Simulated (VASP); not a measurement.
Input:

```yaml
crystal:
  lattice:
    - [0.00000, 2.72365, 2.72365]
    - [2.72365, 0.00000, 2.72365]
    - [2.72365, 2.72365, 0.00000]
  atoms:
    - { symbol: Zn, position: [0.00000, 0.00000, 0.00000] }
    - { symbol: S, position: [0.25000, 0.25000, 0.25000] }
```

The numbers are results of PBE GGA, VASP's PBE PAW potentials (set 64) (plane waves; VASP), not measurements. Settings: 520 eV cut-off, Gaussian smearing of 0.050 eV, potentials Zn S.

Task: Give the energies of bands 2 to 12 at the high-symmetry points, in eV from the valence-band maximum.

Result: 
```json
[
 {"band": "2", "Γ": "-6.25", "X": "-6.25", "U": "-6.16", "L": "-6.14", "W": "-6.11"},
 {"band": "3", "Γ": "-6.25", "X": "-5.92", "U": "-5.98", "L": "-6.14", "W": "-5.98"},
 {"band": "4", "Γ": "-6.25", "X": "-5.92", "U": "-5.87", "L": "-5.75", "W": "-5.83"},
 {"band": "5", "Γ": "-5.78", "X": "-5.71", "U": "-5.74", "L": "-5.75", "W": "-5.81"},
 {"band": "6", "Γ": "-5.78", "X": "-5.57", "U": "-5.45", "L": "-5.58", "W": "-5.40"},
 {"band": "7", "Γ": "0.00", "X": "-4.46", "U": "-4.50", "L": "-5.13", "W": "-4.47"},
 {"band": "8", "Γ": "0.00", "X": "-2.13", "U": "-3.00", "L": "-0.83", "W": "-2.63"},
 {"band": "9", "Γ": "0.00", "X": "-2.13", "U": "-1.74", "L": "-0.83", "W": "-2.62"},
 {"band": "10", "Γ": "2.01", "X": "3.46", "U": "4.15", "L": "3.26", "W": "5.71"},
 {"band": "11", "Γ": "6.41", "X": "4.07", "U": "5.91", "L": "6.94", "W": "5.93"},
 {"band": "12", "Γ": "6.41", "X": "10.81", "U": "9.33", "L": "6.94", "W": "7.82"}
]
```

The gap is direct, 2.01 eV, from the valence maximum at Γ to the conduction minimum at Γ.

Measured: gap 3.94 eV (computed value off by -1.93 eV), as given by Wei Chen et al., Physical Review Materials (2018), doi:10.1103/physrevmaterials.2.073803 [zero-point renormalisation of 0.1 eV added back (the table's ZPR column)].

The compound is ZnS in the zinc blende structure. It was relaxed first.
